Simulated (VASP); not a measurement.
Crystal: Cu.

```
CELL_PARAMETERS angstrom
0.00000 1.78500 1.78500
1.78500 0.00000 1.78500
1.78500 1.78500 0.00000
ATOMIC_POSITIONS crystal
Cu 0.00000 0.00000 0.00000
```

The cell was built by a generator and needn't be a form met in nature.

| Quantity | Value |
| --- | --- |
| Program | VASP 6.6.1 |
| Task | relaxation of cell and atoms |
| Functional | PBE |
| Potentials or basis | VASP PAW PBE potentials, release 64 (Cu) |
| Cutoff | 700 eV |
| k mesh | 20 × 20 × 20 |
| Occupations | methfessel-paxton, width 0.1 eV |
| Spin | no spin polarisation |

At the start: pressure 9.1 GPa; volume 11.37 Å³/atom.

Question: Where does the relaxation end?

Answer: Over 28 steps the energy falls by 15.6 meV/atom and the volume is 12.02 Å³/atom (+5.6 %); space group Fm-3m (No. 225, to 0.05 Å).

Step by step:
```csv
step,energy change (eV),largest force (eV/Å),pressure (GPa),volume (Å³)
1,0.0000,0.0000,9.10,11.37
2,-0.0082,0.0000,-5.15,12.47
3,-0.0156,0.0000,0.54,11.99
4,-0.0155,0.0000,-0.36,12.03
5,-0.0156,0.0000,0.29,12.02
6,-0.0156,0.0000,-0.09,12.02
7,-0.0156,0.0000,0.27,12.02
8,-0.0156,0.0000,-0.17,12.02
9,-0.0156,0.0000,-0.17,12.02
10,-0.0156,0.0000,-0.19,12.02
11,-0.0156,0.0000,-0.19,12.02
12,-0.0156,0.0000,-0.19,12.02
13,-0.0156,0.0000,-0.19,12.02
14,-0.0156,0.0000,-0.19,12.02
15,-0.0156,0.0000,-0.19,12.02
16,-0.0156,0.0000,-0.19,12.02
17,-0.0156,0.0000,-0.19,12.02
18,-0.0156,0.0000,-0.19,12.02
19,-0.0156,0.0000,-0.19,12.02
20,-0.0156,0.0000,-0.19,12.02
21,-0.0156,0.0000,-0.19,12.02
22,-0.0156,0.0000,-0.19,12.02
23,-0.0156,0.0000,-0.19,12.02
24,-0.0156,0.0000,-0.19,12.02
25,-0.0156,0.0000,-0.19,12.02
26,-0.0156,0.0000,-0.18,12.02
27,-0.0156,0.0000,-0.11,12.02
28,-0.0156,0.0000,-0.01,12.02
```

Final structure:
```
Cu
1.0
     0.00000    1.81794    1.81794
     1.81794    0.00000    1.81794
     1.81794    1.81794    0.00000
Cu
1
Direct
  0.00000 0.00000 0.00000
```
